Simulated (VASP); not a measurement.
The system is SnTe.

```xyz
2
Lattice="0.0000 3.1448 3.1448 3.1448 0.0000 3.1448 3.1448 3.1448 0.0000" Properties=species:S:1:pos:R:3 pbc="T T T"
Sn    0.0000    0.0000    0.0000
Te    3.1448    3.1448    3.1448
```

Base run:

* Program: VASP 6.6.1
* Functional: PBE0
* Potentials or basis: VASP PAW PBE potentials, release 64 (Sn_d, Te)
* Cutoff: 520 eV
* k mesh: 6 × 6 × 6
* Occupations: gaussian, width 0.03 eV
* Spin: no spin polarisation

Its results: band gap on the k mesh 0.22 eV, direct; pressure 1.2 GPa.

Q: The run is repeated on the same cell with these changes: functional from PBE0 to HSE06. What comes out?

A: Band gap on the k mesh 0.06 eV, direct; pressure 1.5 GPa.

Caveats: the PAW data sets were made with another functional, which shifts forces and pressure a little; spin-orbit coupling is left out, which moves the levels of the heavy elements.
